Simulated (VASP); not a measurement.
Input:

```yaml
crystal:
  lattice:
    - [3.81778, 0.00000, 0.00000]
    - [-1.90889, 3.30629, 0.00000]
    - [0.00000, 0.00000, 6.36380]
  atoms:
    - { symbol: Sc, position: [0.00000, 0.00000, 0.00000] }
    - { symbol: Ag, position: [0.00000, 0.00000, 0.50000] }
    - { symbol: Se, position: [0.33333, 0.66667, 0.23956] }
    - { symbol: Se, position: [0.66667, 0.33333, 0.76044] }
```

These are LDA (Ceperley-Alder, Perdew-Zunger), VASP's LDA PAW potentials (set 64) (plane waves; VASP 6.6.1) values and carry that method's errors. Run with 400 eV cut-off, Gaussian smearing of 0.050 eV, potentials Sc_sv Ag Se.

Q: Give the energies of bands 7 to 20 at the high-symmetry points, in eV from the valence-band maximum.

A: 
| band | Γ | M | K | A | L | H |
|---|---|---|---|---|---|---|
| 7 | -6.18 | -6.18 | -5.67 | -5.04 | -5.81 | -5.20 |
| 8 | -4.89 | -5.00 | -5.30 | -4.76 | -5.44 | -5.20 |
| 9 | -4.89 | -4.94 | -5.30 | -4.76 | -4.88 | -5.00 |
| 10 | -4.25 | -4.30 | -4.50 | -4.17 | -4.84 | -4.66 |
| 11 | -4.06 | -4.26 | -4.50 | -4.04 | -4.21 | -4.66 |
| 12 | -4.06 | -3.70 | -3.56 | -4.04 | -3.70 | -4.38 |
| 13 | -1.83 | -3.53 | -3.24 | -3.26 | -3.27 | -3.40 |
| 14 | -1.83 | -3.28 | -2.91 | -2.60 | -3.19 | -3.33 |
| 15 | -1.15 | -2.45 | -2.91 | -2.60 | -2.94 | -3.33 |
| 16 | -0.97 | -1.93 | -2.04 | 0.00 | -0.88 | -1.29 |
| 17 | -0.97 | -1.47 | -2.04 | 0.00 | -0.57 | -1.29 |
| 18 | 1.38 | 0.77 | 1.36 | 1.18 | 0.24 | 1.57 |
| 19 | 1.38 | 2.29 | 2.31 | 1.18 | 2.26 | 1.90 |
| 20 | 1.83 | 2.44 | 2.31 | 1.27 | 2.37 | 1.90 |

The gap is indirect, 0.24 eV, from the valence maximum at A to the conduction minimum at L.

The structure comes from a computed database's ScAgSe2 entry (P-3m1); how it stands against other phases isn't given here. It was relaxed first, which changed the volume by -8 %.
